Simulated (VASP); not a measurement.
Output of a VASP run:

### OSZICAR
```
       N       E                     dE             d eps       ncg     rms          rms(c)
DAV:   1     0.660035783371E+03    0.66004E+03   -0.17722E+04  1364   0.104E+03
DAV:   2     0.180544343158E+02   -0.64198E+03   -0.63739E+03  1644   0.696E+02
DAV:   3    -0.273426582489E+02   -0.45397E+02   -0.44235E+02  1654   0.243E+02
DAV:   4    -0.294912453764E+02   -0.21486E+01   -0.20498E+01  1672   0.445E+01
DAV:   5    -0.296173932815E+02   -0.12615E+00   -0.12073E+00  1672   0.951E+00    0.110E+01
DAV:   6    -0.308791561380E+02   -0.12618E+01   -0.75264E+01  1520   0.426E+01    0.109E+01
DAV:   7    -0.260669352058E+02    0.48122E+01   -0.57968E+01  1672   0.324E+01    0.435E+00
DAV:   8    -0.253356771154E+02    0.73126E+00   -0.79588E+00  1576   0.159E+01    0.217E+00
DAV:   9    -0.252227656117E+02    0.11291E+00   -0.16975E+00  1368   0.980E+00    0.103E+00
DAV:  10    -0.252046698188E+02    0.18096E-01   -0.25092E-01  1502   0.337E+00    0.360E-01
DAV:  11    -0.252027914252E+02    0.18784E-02   -0.27274E-02  1656   0.106E+00    0.126E-01
DAV:  12    -0.252029678040E+02   -0.17638E-03   -0.44379E-03  1736   0.487E-01    0.695E-02
DAV:  13    -0.252031194773E+02   -0.15167E-03   -0.22563E-03  1432   0.304E-01    0.452E-02
DAV:  14    -0.252032437280E+02   -0.12425E-03   -0.91553E-04  1624   0.151E-01    0.158E-02
DAV:  15    -0.252033102026E+02   -0.66475E-04   -0.37724E-04  1368   0.499E-02    0.148E-02
DAV:  16    -0.252033859437E+02   -0.75741E-04   -0.33997E-04  1608   0.779E-02    0.159E-02
DAV:  17    -0.252034843731E+02   -0.98429E-04   -0.22478E-04  1048   0.469E-02    0.687E-03
DAV:  18    -0.252035780560E+02   -0.93683E-04   -0.10246E-04   952   0.246E-02    0.503E-03
DAV:  19    -0.252036533907E+02   -0.75335E-04   -0.71799E-05  1016   0.195E-02    0.278E-03
DAV:  20    -0.252036860141E+02   -0.32623E-04   -0.50118E-05   872   0.130E-02    0.787E-04
DAV:  21    -0.252036968060E+02   -0.10792E-04   -0.35449E-05   792   0.523E-03    0.483E-04
DAV:  22    -0.252037013995E+02   -0.45936E-05   -0.27389E-05   752   0.426E-03    0.258E-04
DAV:  23    -0.252037041995E+02   -0.28000E-05   -0.23649E-05   744   0.314E-03    0.169E-04
DAV:  24    -0.252037061262E+02   -0.19267E-05   -0.18904E-05   728   0.244E-03    0.162E-04
DAV:  25    -0.252037077037E+02   -0.15775E-05   -0.15594E-05   728   0.177E-03    0.160E-04
DAV:  26    -0.252037090267E+02   -0.13229E-05   -0.13161E-05   728   0.150E-03    0.988E-05
DAV:  27    -0.252037101321E+02   -0.11055E-05   -0.10971E-05   728   0.131E-03    0.898E-05
DAV:  28    -0.252037110277E+02   -0.89557E-06   -0.89370E-06   696   0.970E-04
   1 F= -.25203711E+02 E0= -.25044663E+02  d E =-.318097E+00
```

OUTCAR:
```
------------------------ aborting loop because EDIFF is reached ----------------------------------------
  FORCE on cell =-STRESS in cart. coord.  units (eV):
  Direction    XX          YY          ZZ          XY          YZ          ZX
  --------------------------------------------------------------------------------------
  Total       -3.4322678     -3.4322668     -3.9951547      0.0000006      0.0000000     -0.0000000
  in kB      -26.9478548    -26.9478469    -31.3672637      0.0000048      0.0000000     -0.0000000
  external PRESSURE =     -28.4209885 kB  Pullay stress =       0.0000000 kB
  volume of cell :      204.06
      direct lattice vectors                 reciprocal lattice vectors
     3.272789000  0.000000000  0.000000000     0.305549793  0.176409335  0.000000000
    -1.636395000  2.834318000  0.000000000     0.000000000  0.352818562  0.000000000
     0.000000000  0.000000000 21.998900000     0.000000000  0.000000000  0.045456818
 POSITION                                       TOTAL-FORCE (eV/Angst)
 -----------------------------------------------------------------------------------
     -0.00000      1.88955      7.00001         0.000000      0.000000      0.528975
      1.63640      0.94477      9.66629        -0.000000      0.000000     -0.203965
     -0.00000      1.88955     12.33261         0.000000     -0.000000      0.203965
      1.63640      0.94477     14.99889        -0.000000     -0.000000     -0.528975
 -----------------------------------------------------------------------------------
    total drift:                                0.000000     -0.000000      0.000000
  FREE ENERGIE OF THE ION-ELECTRON SYSTEM (eV)
  ---------------------------------------------------
  free  energy   TOTEN  =       -25.2037110277 eV

  energy  without entropy=      -24.8856142210  energy(sigma->0) =      -25.04466262
```
(Selected blocks of OUTCAR.)

**POSCAR**
```
Sc
1
    3.2727890000     0.0000000000     0.0000000000
   -1.6363950000     2.8343180000     0.0000000000
    0.0000000000     0.0000000000    21.9989000000
Sc
4
Direct
  0.3333330000   0.6666670000   0.3181980000
  0.6666670000   0.3333330000   0.4393990000
  0.3333330000   0.6666670000   0.5606010000
  0.6666670000   0.3333330000   0.6818020000
```

Write an INCAR and KPOINTS that could have produced this output.

Several could match; the one computed here: the input of the run itself, LDA (Ceperley-Alder, Perdew-Zunger), plane waves, VASP's LDA PAW potentials (set 64).

KPOINTS:
```
Regular mesh
0
Gamma
  12 12 1
```

**INCAR**
```
NELM = 100   ! most electronic steps
LREAL = .FALSE.   ! projection in real space or not
EDIFF = 1E-6
ISIF = 2
ISMEAR = -1
ENCUT = 300
ALGO = Normal
PREC = Accurate
SYSTEM = Sc
LCHARG = .FALSE.
LWAVE = .FALSE.
LMAXMIX = 4   ! l cut-off of mixed one-centre charges
LASPH = .TRUE.
SIGMA = 0.1   ! width (eV)
```

POTCAR, in this order: Sc_sv (LDA.64 set). Program: vasp_std.

At this cut-off the stress carries a Pulay error, which pulls relaxed volumes low. The cell holds a wide vacuum, so values per volume refer to the whole cell.

The cell is a sheet with vacuum, built from a database entry that may be metastable or hypothetical.
